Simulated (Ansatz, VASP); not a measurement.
**CsMgF3 in two plane-wave programs**

Aim: how closely do two programs agree when they are given the same cell, functional and k mesh? The cell is taken from a series of runs on this material, whose earlier steps may have relaxed, scaled, displaced or heated it; both programs get it as it stands.

Program: Ansatz 0.2.0. Level of theory: plane waves, with VASP 6.6.1 beside it; relaxation of cell and atoms at PBEsol. Results are calculated unless marked as measured.

## Step 1: The starting structure

The structure is cubic, space group Pm-3m (No. 221). Conventional cell: a = 4.181 Å, b = 4.181 Å, c = 4.181 Å, α = 90.00°, β = 90.00°, γ = 90.00°. Nearest to Cs lie 12 F at 2.96 Å. Nearest to Mg lie 6 F at 2.09 Å. F has 2 Mg at 2.09 Å and 4 Cs at 2.96 Å nearest. Farther neighbours and most contacts between anions are not listed.

Structure file:

```cif
data_structure
_symmetry_space_group_name_H-M 'P 1'
_symmetry_Int_Tables_number 1
_cell_length_a 4.1806
_cell_length_b 4.1806
_cell_length_c 4.1806
_cell_angle_alpha 90.000
_cell_angle_beta 90.000
_cell_angle_gamma 90.000
_cell_volume 73.06
loop_
_atom_site_label
_atom_site_type_symbol
_atom_site_fract_x
_atom_site_fract_y
_atom_site_fract_z
_atom_site_occupancy
Cs1 Cs 0.00000 0.00000 0.00000 1
Mg2 Mg 0.50000 0.50000 0.50000 1
F3 F 0.00000 0.50000 0.50000 1
F4 F 0.50000 0.00000 0.50000 1
F5 F 0.50000 0.50000 0.00000 1
```

## Step 2: Ansatz: relaxation of cell and atoms, PBEsol

Ansatz runs on its PAW soft_1 files.

The relaxed volume is the usual yardstick between codes: in a stiff, nearly cubic crystal its relative difference is about their pressure difference at one cell divided by the bulk modulus.

File input.yaml:

```yaml
crystal:
  lattice:
    - [4.1805617951, 0.0, 0.0]
    - [0.0, 4.1805617951, 0.0]
    - [0.0, 0.0, 4.1805617951]
  atoms:
    - { symbol: Cs, position: [0.0, 0.0, 0.0] }
    - { symbol: Mg, position: [0.5, 0.5, 0.5] }
    - { symbol: F, position: [0.0, 0.5, 0.5] }
    - { symbol: F, position: [0.5, 0.0, 0.5] }
    - { symbol: F, position: [0.5, 0.5, 0.0] }
kpoints:
  mp_grid: { grid: [8, 8, 8] }
hamiltonian:
  xc: pbesol
  pseudopotentials: { kind: paw, azcp: { folder: soft_1 }, xc_functional: pbe }
scf:
  occupations: { method: fixed }
output:
  forces: true
  stress: true
  eigenvalues: true
relax:
  adjacent_minimum: "off"
  f_tol: 0.001
  max_steps: 60
  cell: { stress_tol: 0.01 }
```

On the command line:

```bash
$ ansatz run input.yaml --threads 4 --pin off --max-ram 10240MiB --backend cpu --events-out ev --progress --plain --runs-dir out
```

Numbers of over 12 decimals in the logs are rounded to 6 here.

The program printed:

```text
Engine: ansatz 0.2.0, x86_64-unknown-linux-gnu
Pseudopotentials: kind: paw
Pseudopotential: Cs, paw, valence charge 9, recommended cutoff 420 eV (normal), soft_1/Cs.paw.azcp
Pseudopotential: Mg, paw, valence charge 10, recommended cutoff 420 eV (normal), soft_1/Mg.paw.azcp
Pseudopotential: F, paw, valence charge 7, recommended cutoff 420 eV (normal), soft_1/F.paw.azcp
Functional definition: PBEsol
  exchange = pbesol_x
  correlation = pbesol_c
Crystal: 5 atoms, lattice volume = 73.064 Å³
Basis set: ecut = 420 eV, 1365 PW (Γ), exchange–correlation on 60×60×60 points (8 copies of the dense FFT grid, shifted against one another)
Bands: 25, of which v1, the nominal top of the filled ones, is band 20 counted from 1 (19 counted from 0)
Symmetry: 48 space group operations
Space group: Pm-3m (ITA 221), of the structure as read, at distance tolerance 4.2e-5 Å
k-points: 35 of 512
Non-local potential: Cs, projectors of the file, l = 0: 3, l = 1: 2, l = 2: 2, l = 3: 2
Non-local potential: Mg, projectors of the file, l = 0: 3, l = 1: 2, l = 2: 1
Non-local potential: F, projectors of the file, l = 0: 2, l = 1: 2, l = 2: 1
PAW form: soft (Blöchl's): semilocal exchange-correlation on the pseudo side does not see the compensation charge
PAW frozen core: Cs, regenerated for the run's functional, and the local potential with it (the file was generated under x = pbe(κ = 0.804, μ = 0.219515), c = pbe(β = 0.066725))
PAW frozen core: Mg, regenerated for the run's functional, and the local potential with it (the file was generated under x = pbe(κ = 0.804, μ = 0.219515), c = pbe(β = 0.066725))
PAW frozen core: F, regenerated for the run's functional, and the local potential with it (the file was generated under x = pbe(κ = 0.804, μ = 0.219515), c = pbe(β = 0.066725))
PAW one-centre angular grid: Cs, 194 points (default); XC on 64 Gauss nodes
PAW one-centre angular grid: Mg, 110 points (default); XC on 64 Gauss nodes
PAW one-centre angular grid: F, 110 points (default); XC on 64 Gauss nodes
Initial density: superposition of atomic densities (chi_scale 0.1, normalization cell, long waves kept (reshape's long-wave potential 0.00 eV rms))
Initial wavefunctions: pseudopotential atomic-orbital guess
Functional: x = pbesol(κ = 0.804, μ = 0.123457), c = pbesol(β = 0.046)
SCF iter   1: F=—  HF=-9910.652154 eV  |F-HF|=—  |Δ(HF+E_count)|=         —  Δρ=1.52e-1  dr2=1.29e1  ethr=3.10e-3  ⟨swp⟩=4.1  Hψ=3812  notcnv=0  defer=78
preconditioner: auto → Resta (q_TF=auto, 2.468 Å⁻¹)  ε∞=3.6  [insulator: Δε(μ)=4.523 eV  Ē_g=15.169 eV  n_scr=18 (ndim 8)  ℏωp=24.6 eV  f_vac=0.001  ε∞_Penn≈3.6]
SCF iter   2: F=—  HF=-9907.219454 eV  |F-HF|=—  |Δ(HF+E_count)|=    3.43e0  Δρ=5.19e-2  dr2=1.21e0  ethr=3.10e-3  ⟨swp⟩=3.1  Hψ=2068  notcnv=0  defer=88
SCF iter   3: F=—  HF=-9907.020194 eV  |F-HF|=—  |Δ(HF+E_count)|=   1.99e-1  Δρ=2.08e-2  dr2=3.46e-1  ethr=3.02e-3  ⟨swp⟩=2.9  Hψ=1772  notcnv=0  defer=87
SCF iter   4: F=—  HF=-9906.954013 eV  |F-HF|=—  |Δ(HF+E_count)|=   6.62e-2  Δρ=3.45e-3  dr2=1.26e-2  ethr=8.65e-4  ⟨swp⟩=2.2  Hψ=1611  notcnv=0  defer=83
SCF iter   5: F=—  HF=-9906.953201 eV  |F-HF|=—  |Δ(HF+E_count)|=   8.12e-4  Δρ=8.87e-4  dr2=5.18e-4  ethr=3.15e-5  ⟨swp⟩=2.0  Hψ=1630  notcnv=0  defer=97
SCF iter   6: F=—  HF=-9906.953334 eV  |F-HF|=—  |Δ(HF+E_count)|=   1.33e-4  Δρ=2.21e-4  dr2=3.31e-5  ethr=1.29e-6  ⟨swp⟩=2.0  Hψ=1608  notcnv=0  defer=97
SCF iter   7: F=—  HF=-9906.953193 eV  |F-HF|=—  |Δ(HF+E_count)|=   1.41e-4  Δρ=3.06e-5  dr2=1.23e-6  ethr=8.26e-8  ⟨swp⟩=2.1  Hψ=1580  notcnv=0  defer=77
SCF iter   8: F=—  HF=-9906.953193 eV  |F-HF|=—  |Δ(HF+E_count)|=   9.60e-8  Δρ=1.45e-5  dr2=1.23e-7  ethr=2.50e-10  ⟨swp⟩=11.5  Hψ=5372  notcnv=0
SCF iter   9: F=-9906.953193 eV  HF=-9906.953193 eV  |F-HF|=5.55e-10  |Δ(HF+E_count)|=   1.05e-8  Δρ=1.07e-6  dr2=9.08e-10  ethr=2.50e-10  ⟨swp⟩=4.0  Hψ=2867  notcnv=0
SCF 1 converged in 9 iterations: F = -9906.953193 eV  dr2 = 9.08e-10
  greatest PAW one-centre occupation: 1.000 electrons in one spin orbital (limit 2), on the Mg atom at site 1 (counted from 0), in its partial waves of l = 0
relax step   1: F+E_penalty+E_count = -9906.95319286 eV  Δ(F+E_penalty+E_count) = +0.000e0 eV  max|allowed force component| = 2.706e-29 eV/Å  Δτ_max = 0.0000 Å  P = -0.006 GPa  Ω = 73.064 Å³  (9 SCF iters, dr2 threshold 1.00e-7 eV, accepted)
Initial density: handed on by an earlier stage of this run
Initial wavefunctions: pseudopotential atomic-orbital guess (no wavefunctions were taken with the density)
iter 1 solved again at ethr=2.57e-8 eV; its pass at ethr=3.10e-3 eV (dr2=1.03e-5 eV) is discarded
SCF iter   1: F=—  HF=-9906.953326 eV  |F-HF|=—  |Δ(HF+E_count)|=         —  Δρ=1.43e-5  dr2=6.69e-8  ethr=2.57e-8  ⟨swp⟩=3.1  Hψ=6161  notcnv=0  defer=97
preconditioner: auto → Resta (q_TF=auto, 2.468 Å⁻¹)  ε∞=3.2  [insulator: Δε(μ)=6.876 eV  Ē_g=16.692 eV  n_scr=18 (ndim 8)  ℏωp=24.6 eV  f_vac=0.002  ε∞_Penn≈3.2]
SCF iter   2: F=—  HF=-9906.953193 eV  |F-HF|=—  |Δ(HF+E_count)|=   1.33e-4  Δρ=1.19e-5  dr2=4.73e-8  ethr=1.67e-10  ⟨swp⟩=3.0  Hψ=2005  notcnv=0  defer=85
SCF iter   3: F=—  HF=-9906.953193 eV  |F-HF|=—  |Δ(HF+E_count)|=   1.44e-8  Δρ=5.92e-6  dr2=1.05e-8  ethr=1.18e-10  ⟨swp⟩=2.9  Hψ=1603  notcnv=0  defer=85
SCF iter   4: F=—  HF=-9906.953193 eV  |F-HF|=—  |Δ(HF+E_count)|=   2.53e-9  Δρ=3.57e-6  dr2=3.77e-9  ethr=2.62e-11  ⟨swp⟩=2.0  Hψ=959  notcnv=0  defer=85
SCF iter   5: F=—  HF=-9906.953193 eV  |F-HF|=—  |Δ(HF+E_count)|=  3.47e-10  Δρ=1.39e-6  dr2=6.29e-10  ethr=9.42e-12  ⟨swp⟩=2.1  Hψ=1326  notcnv=0  defer=85
SCF iter   6: F=—  HF=-9906.953193 eV  |F-HF|=—  |Δ(HF+E_count)|=  5.09e-11  Δρ=7.54e-7  dr2=1.97e-10  ethr=1.57e-12  ⟨swp⟩=2.0  Hψ=1078  notcnv=0  defer=85
SCF iter   7: F=—  HF=-9906.953193 eV  |F-HF|=—  |Δ(HF+E_count)|=  2.36e-11  Δρ=4.40e-7  dr2=6.20e-11  ethr=1.00e-12  ⟨swp⟩=1.0  Hψ=840  notcnv=0  defer=85
SCF iter   8: F=—  HF=-9906.953193 eV  |F-HF|=—  |Δ(HF+E_count)|=  5.46e-12  Δρ=2.85e-7  dr2=2.55e-11  ethr=1.00e-12  ⟨swp⟩=1.0  Hψ=840  notcnv=0  defer=85
SCF iter   9: F=—  HF=-9906.953193 eV  |F-HF|=—  |Δ(HF+E_count)|=  3.64e-12  Δρ=1.49e-7  dr2=6.90e-12  ethr=1.00e-12  ⟨swp⟩=1.0  Hψ=840  notcnv=0  defer=85
SCF iter  10: F=-9906.953193 eV  HF=-9906.953193 eV  |F-HF|=0.00e0  |Δ(HF+E_count)|=  3.64e-12  Δρ=2.12e-9  dr2=2.17e-15  ethr=1.00e-12  ⟨swp⟩=9.4  Hψ=5299  notcnv=0
SCF 2 converged in 10 iterations: F = -9906.953193 eV  dr2 = 2.17e-15
relax step   2: F+E_penalty+E_count = -9906.95319286 eV  Δ(F+E_penalty+E_count) = -2.728e-10 eV  max|allowed force component| = 3.952e-29 eV/Å  Δτ_max = 0.0000 Å  P = -0.006 GPa  Ω = 73.064 Å³  stress off target by 5.68e-3 GPa  SCF on the basis re-selected at this cell (its energy is not comparable with the rows above)  (10 SCF iters)
basis re-selected at this cell: Δ(F+E_penalty+E_count) = -2.728e-10 eV, ΔP = -0.000 GPa vs the last step (what re-selecting the basis moved, of the pressure what is left beyond the Pulay correction that the steps carried, after the strain that the cell walked since its last selection, with what the two solves' SCF thresholds leave and, on support functions, any second-order correction that the steps lacked; it is no  [...]
SCF converged after 10 iterations
Free energy (F): -9906.953193 eV
Harris-Foulkes:  -9906.953193 eV  (|F-HF|=0.00e0)
Internal energy: -9906.953193 eV  (E = F + TS)
E sigma→0 (E₀):  -9906.953193 eV
Fermi energy:    3.856176 eV
--- Per-component energies (eV) ---
  E_band       = -414.279660
  E_kinetic    = 811.867110
  E_local      = -3648.499586  (includes V_loc(G=0)·N_el)
  E_nonlocal   = 481.340488
  E_hartree    = 1340.253376
  E_xc         = -435.657217
  E_vxc        = -470.197861  (∫ρ·V_xc dr)
  E_paw        = -5861.681747  (= ΣΔE_a)
  E_vpaw       = -269.299044  (= ΣTr[D̂ρ^β])
  E_aug_tail   = 0.002480  (compensation charges beyond the density's cutoff)
  E_ewald      = -2594.908450
  E_core_change = 0.330354  (= ΣΔE_core)
  E_smearing   = -0.000000  (= −TS)
  E_closure    = 0.000000  (closes the sum)
  Σ components = -9906.953193   (vs F -9906.953193, Δ=0.00e0)
--- Forces (eV/Å), atoms counted from 1 ---
  atom   1  Cs    -0.00000000     0.00000000    -0.00000000
  atom   2  Mg     0.00000000     0.00000000     0.00000000
  atom   3  F      0.00000000     0.00000000     0.00000000
  atom   4  F      0.00000000    -0.00000000     0.00000000
  atom   5  F      0.00000000     0.00000000     0.00000000
  max |Σ_I F_I| component: 1.07e-28 eV/Å
--- Stress (GPa, compression-positive) ---
       -0.005681       0.000000       0.000000
        0.000000      -0.005681      -0.000000
        0.000000      -0.000000      -0.005681
  P = ⅓ Tr σ = -0.0057 GPa (-0.057 kbar)
--- Band table (eV; the first three rows and the last of 35) ---
  k-point 0: bands = [... 16 lower, 3.0343, 3.8562, 3.8562, 3.8562, 10.7322, 12.3396, 12.3396, 15.2252, ... 1 higher]
  k-point 1: bands = [... 16 lower, 3.0089, 3.6608, 3.8016, 3.8016, 11.0274, 12.4932, 12.6347, 15.2964, ... 1 higher]
  k-point 2: bands = [... 16 lower, 2.9877, 3.2138, 3.6613, 3.6613, 11.7495, 12.8847, 13.4020, 15.4568, ... 1 higher]
  k-point 34: bands = [... 16 lower, 3.5792, 3.7273, 3.7273, 3.7273, 12.7134, 12.7134, 12.7134, 16.3940, ... 1 higher]
--- Relaxed structure (1 steps of the walk, 1 accepted, 1 SCFs on fresh bases) ---
  F+E_penalty+E_count = -9906.95319286 eV   max|allowed force component| = 3.952e-29 eV/Å   (the final SCF, on the basis selected at the relaxed cell)
  cell:  # Å, volume = 73.0641 Å³
    - [4.1805617951, 0.0, 0.0]
    - [0.0, 4.1805617951, 0.0]
    - [0.0, 0.0, 4.1805617951]
  atoms:
    - { symbol: Cs, position: [0.0, 0.0, 0.0] }
    - { symbol: Mg, position: [0.5, 0.5, 0.5] }
    - { symbol: F, position: [0.0, 0.5, 0.5] }
    - { symbol: F, position: [0.5, 0.0, 0.5] }
    - { symbol: F, position: [0.5, 0.5, 0.0] }
```

In the SCF lines HF is the Harris–Foulkes energy and dr2 the Hartree energy of the density residual, in eV; the loop may stop once dr2 is under the threshold and the program's other checks hold. Hψ counts applications of the Hamiltonian.

(Part 1 of 2 ends here.)

[Lines on the potential files, build, host, timing and source positions are cut from VASP's logs without a mark.]

[Logs are printed without paths, hosts, clocks, repeated set-up lines and the standing remarks that a program may print on its own settings, such as how far it seeks lower states.]

[Hosts, paths, dates, database ids (printed as entryN), source tags and the programs' standing remarks are cut or masked in the printed files.]
